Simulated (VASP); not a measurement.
All values below come from r2SCAN meta-GGA, VASP's PBE PAW potentials (set 64) (plane waves; VASP).

The input files of a VASP run:

**INCAR**
```
LASPH=T   ! aspherical one-centre terms
LREAL=F
LMIXTAU=T
SIGMA=0.05   ! width (eV)
LCHARG=F
ALGO=Normal   ! blocked Davidson
METAGGA=R2SCAN
PREC=Accurate
IBRION=2   ! conjugate gradients
NSW=60
ISMEAR=0
LMAXMIX=4   ! l cut-off of mixed one-centre charges
SYSTEM=CsSnI3
NELM=100   ! most electronic steps
LWAVE=F
EDIFFG=-0.02   ! ionic stop
ISIF=3   ! ions, shape and volume
ENCUT=400   ! plane-wave cut-off (eV)
EDIFF=1E-6   ! SCF stop (eV)
```

### KPOINTS
```
Automatic mesh
0
Gamma
4 4 4
0 0 0
```

File POSCAR:
```
CsSnI3
1
    6.0966818304     0.0000000000     0.0000000000
    0.0000000000     6.0966818304     0.0000000000
   -0.0000000000    -0.0000000000     6.0966818304
Cs Sn I
1 1 3
Direct
  0.0000000000   0.0000000000   0.0000000000
  0.5000000000   0.5000000000   0.5000000000
  0.5000000000   0.0000000000   0.5000000000
  0.0000000000   0.5000000000   0.5000000000
  0.5000000000   0.5000000000   0.0000000000
```

POTCAR, in this order: Cs_sv Sn_d I (PBE.64 set). Program: vasp_std.

What VASP printed:

**OUTCAR**
```
 ion  position               nearest neighbor table
   1  0.000  0.000  0.000-
   2  0.500  0.500  0.500-   3 3.05   4 3.05   5 3.05   5 3.05   3 3.05   4 3.05
   3  0.500  0.000  0.500-   2 3.05   2 3.05
   4  0.000  0.500  0.500-   2 3.05   2 3.05
   5  0.500  0.500  0.000-   2 3.05   2 3.05
  LATTYP: Found a simple cubic cell.
 ALAT       =     6.0966818304
 Subroutine PRICEL returns:
 Original cell was already a primitive cell.
 Subroutine GETGRP returns: Found 48 space group operations
The static configuration has the point symmetry O_h .
The dynamic configuration has the point symmetry O_h .
 Subroutine INISYM returns: Found 48 space group operations
 Subroutine IBZKPT returns following result:
 Found     10 irreducible k-points:

 Following reciprocal coordinates:
            Coordinates               Weight
  0.000000  0.000000  0.000000      1.000000
  0.250000  0.000000  0.000000      6.000000
  0.500000  0.000000  0.000000      3.000000
  0.250000  0.250000  0.000000     12.000000
  0.500000  0.250000  0.000000     12.000000
  0.500000  0.500000  0.000000      3.000000
  0.250000  0.250000  0.250000      8.000000
  0.500000  0.250000  0.250000     12.000000
  0.500000  0.500000  0.250000      6.000000
  0.500000  0.500000  0.500000      1.000000
   k-points           NKPTS =     10   k-points in BZ     NKDIM =     10   number of bands    NBANDS=     26
   number of dos      NEDOS =    301   number of ions     NIONS =      5
   total plane-waves  NPLWV =  64000
   dimension x,y,z NGX =    40 NGY =   40 NGZ =   40
   dimension x,y,z NGXF=    80 NGYF=   80 NGZF=   80
   ions per type =               1   1   3
   PREC   = accura    normal or accurate (medium, high low for compatibility)
   ISTART =      0    job   : 0-new  1-cont  2-samecut
   ICHARG =      2    charge: 1-file 2-atom 10-const
   ISPIN  =      1    spin polarized calculation?
   LNONCOLLINEAR =      F non collinear calculations
...
```

**OSZICAR**
```
       N       E                     dE             d eps       ncg     rms          rms(c)
DAV:   1     0.203714272581E+03    0.20371E+03   -0.16393E+04   528   0.131E+03
DAV:   2    -0.980301182678E+02   -0.30174E+03   -0.29606E+03   632   0.286E+02
DAV:   3    -0.134893156770E+03   -0.36863E+02   -0.36698E+02   624   0.117E+02
DAV:   4    -0.136235961408E+03   -0.13428E+01   -0.13405E+01   644   0.267E+01
DAV:   5    -0.136277607432E+03   -0.41646E-01   -0.41540E-01   820   0.435E+00    0.526E+00
DAV:   6    -0.132108694250E+03    0.41689E+01   -0.12450E+00   622   0.116E+01    0.433E+00
DAV:   7    -0.126901082857E+03    0.52076E+01   -0.16672E+00   590   0.727E+00    0.135E+00
DAV:   8    -0.128033506091E+03   -0.11324E+01   -0.54221E-01   596   0.448E+00    0.472E-01
DAV:   9    -0.128503841734E+03   -0.47034E+00   -0.20118E-01   598   0.273E+00    0.538E-01
DAV:  10    -0.128392775856E+03    0.11107E+00   -0.27326E-01   522   0.459E+00    0.524E-01
DAV:  11    -0.128339927266E+03    0.52849E-01   -0.46294E-02   552   0.177E+00    0.181E-01
DAV:  12    -0.128545559865E+03   -0.20563E+00   -0.19166E-01   522   0.373E+00    0.311E-01
DAV:  13    -0.128541597744E+03    0.39621E-02   -0.73387E-03   608   0.688E-01    0.150E-01
DAV:  14    -0.128549650392E+03   -0.80526E-02   -0.20450E-03   564   0.406E-01    0.111E-01
DAV:  15    -0.128549748462E+03   -0.98070E-04   -0.92485E-04   576   0.252E-01    0.366E-02
DAV:  16    -0.128550214603E+03   -0.46614E-03   -0.74110E-04   558   0.252E-01    0.378E-02
DAV:  17    -0.128551389979E+03   -0.11754E-02   -0.60295E-04   536   0.215E-01    0.228E-02
DAV:  18    -0.128551350720E+03    0.39260E-04   -0.13229E-04   604   0.924E-02    0.620E-03
DAV:  19    -0.128551377309E+03   -0.26589E-04   -0.93076E-06   616   0.209E-02    0.779E-03
DAV:  20    -0.128551369149E+03    0.81601E-05   -0.49667E-05   534   0.613E-02    0.732E-03
DAV:  21    -0.128551404922E+03   -0.35773E-04   -0.15357E-05   540   0.313E-02    0.491E-03
DAV:  22    -0.128551407358E+03   -0.24367E-05   -0.10679E-06   392   0.105E-02    0.215E-03
DAV:  23    -0.128551410694E+03   -0.33353E-05   -0.26154E-06   500   0.142E-02    0.345E-04
DAV:  24    -0.128551410952E+03   -0.25879E-06   -0.20539E-07   322   0.360E-03
   1 F= -.12855141E+03 E0= -.12855134E+03  d E =-.128551E+03
       N       E                     dE             d eps       ncg     rms          rms(c)
DAV:   1    -0.129436968389E+03   -0.88556E+00   -0.21736E+01   630   0.453E+01    0.527E+00
DAV:   2    -0.128807740529E+03    0.62923E+00   -0.11342E+00   582   0.101E+01    0.231E+00
DAV:   3    -0.128589240538E+03    0.21850E+00   -0.62853E-01   640   0.678E+00    0.913E-01
DAV:   4    -0.128619222680E+03   -0.29982E-01   -0.62290E-02   522   0.178E+00    0.592E-01
DAV:   5    -0.128562667408E+03    0.56555E-01   -0.62954E-02   520   0.189E+00    0.324E-01
DAV:   6    -0.128618138171E+03   -0.55471E-01   -0.46670E-02   520   0.162E+00    0.925E-02
DAV:   7    -0.128618780263E+03   -0.64209E-03   -0.17576E-03   544   0.342E-01    0.442E-02
DAV:   8    -0.128618525533E+03    0.25473E-03   -0.79572E-04   522   0.234E-01    0.302E-02
DAV:   9    -0.128619083456E+03   -0.55792E-03   -0.36225E-04   524   0.161E-01    0.738E-03
DAV:  10    -0.128619112149E+03   -0.28693E-04   -0.36780E-05   592   0.431E-02    0.262E-03
DAV:  11    -0.128619111790E+03    0.35895E-06   -0.11277E-05   528   0.275E-02    0.147E-03
DAV:  12    -0.128619116006E+03   -0.42161E-05   -0.35500E-06   448   0.170E-02    0.107E-03
DAV:  13    -0.128619116248E+03   -0.24140E-06   -0.12821E-06   316   0.944E-03
   2 F= -.12861912E+03 E0= -.12861912E+03  d E =-.677053E-01
       N       E                     dE             d eps       ncg     rms          rms(c)
DAV:   1    -0.128649149839E+03   -0.30034E-01   -0.72652E-01   610   0.778E+00    0.100E+00
DAV:   2    -0.128627027681E+03    0.22122E-01   -0.39224E-02   580   0.187E+00    0.429E-01
DAV:   3    -0.128619948038E+03    0.70796E-02   -0.21567E-02   642   0.124E+00    0.185E-01
DAV:   4    -0.128620488799E+03   -0.54076E-03   -0.21642E-03   520   0.331E-01    0.110E-01
DAV:   5    -0.128619284695E+03    0.12041E-02   -0.22155E-03   520   0.355E-01    0.614E-02
DAV:   6    -0.128620493645E+03   -0.12090E-02   -0.13733E-03   524   0.282E-01    0.167E-02
DAV:   7    -0.128620513594E+03   -0.19948E-04   -0.78521E-05   536   0.704E-02    0.677E-03
DAV:   8    -0.128620524631E+03   -0.11037E-04   -0.27166E-05   522   0.417E-02    0.577E-03
DAV:   9    -0.128620533136E+03   -0.85049E-05   -0.54426E-06   532   0.185E-02    0.158E-03
DAV:  10    -0.128620533581E+03   -0.44579E-06   -0.15189E-06   318   0.975E-03
   3 F= -.12862053E+03 E0= -.12862053E+03  d E =-.691226E-01
```

**OUTCAR**
```
------------------------ aborting loop because EDIFF is reached ----------------------------------------
  FORCE on cell =-STRESS in cart. coord.  units (eV):
  Direction    XX          YY          ZZ          XY          YZ          ZX
  --------------------------------------------------------------------------------------
  Total       -0.0200341     -0.0200341     -0.0200341      0.0000000      0.0000000      0.0000000
  in kB       -0.1320860     -0.1320860     -0.1320860      0.0000000      0.0000000      0.0000000
  external PRESSURE =      -0.1320860 kB  Pullay stress =       0.0000000 kB
  volume of cell :      243.01
      direct lattice vectors                 reciprocal lattice vectors
     6.240331019  0.000000000 -0.000000000     0.160247909 -0.000000000 -0.000000000
     0.000000000  6.240331019 -0.000000000    -0.000000000  0.160247909 -0.000000000
     0.000000000  0.000000000  6.240331019     0.000000000  0.000000000  0.160247909
 POSITION                                       TOTAL-FORCE (eV/Angst)
 -----------------------------------------------------------------------------------
      0.00000      0.00000      0.00000        -0.000000     -0.000000      0.000000
      3.12017      3.12017      3.12017        -0.000000     -0.000000      0.000000
      3.12017      0.00000      3.12017         0.000000      0.000000      0.000000
      0.00000      3.12017      3.12017         0.000000      0.000000      0.000000
      3.12017      3.12017     -0.00000        -0.000000     -0.000000      0.000000
 -----------------------------------------------------------------------------------
    total drift:                                0.000000      0.000000     -0.000000
  FREE ENERGIE OF THE ION-ELECTRON SYSTEM (eV)
  ---------------------------------------------------
  free  energy   TOTEN  =      -128.6205335813 eV

  energy  without entropy=     -128.6205335813  energy(sigma->0) =     -128.62053358

 reached required accuracy - stopping structural energy minimisation
```
(Selected blocks of OUTCAR.)

File CONTCAR:
```
CsSnI3
   1.00000000000000
     6.2403310187823262    0.0000000000000000   -0.0000000000000000
     0.0000000000000000    6.2403310187823262   -0.0000000000000000
     0.0000000000000000    0.0000000000000000    6.2403310187823262
  Cs              Sn              I
     1     1     3
Direct
     0.0000000000000000    0.0000000000000000    0.0000000000000000
     0.5000000000000000    0.5000000000000000    0.5000000000000000
     0.5000000000000000    0.0000000000000000    0.5000000000000000
     0.0000000000000000    0.5000000000000000    0.5000000000000000
     0.5000000000000000    0.5000000000000000    0.0000000000000000
```

Energy and stress use the plane-wave basis of the starting cell.

The compound is CsSnI3 in the cubic perovskite structure, the ideal cubic form; the compound distorts at low or room temperature. This run relaxes it. Symmetry was kept, so distortions that lower it aren't found. The start is the result of an earlier pass.
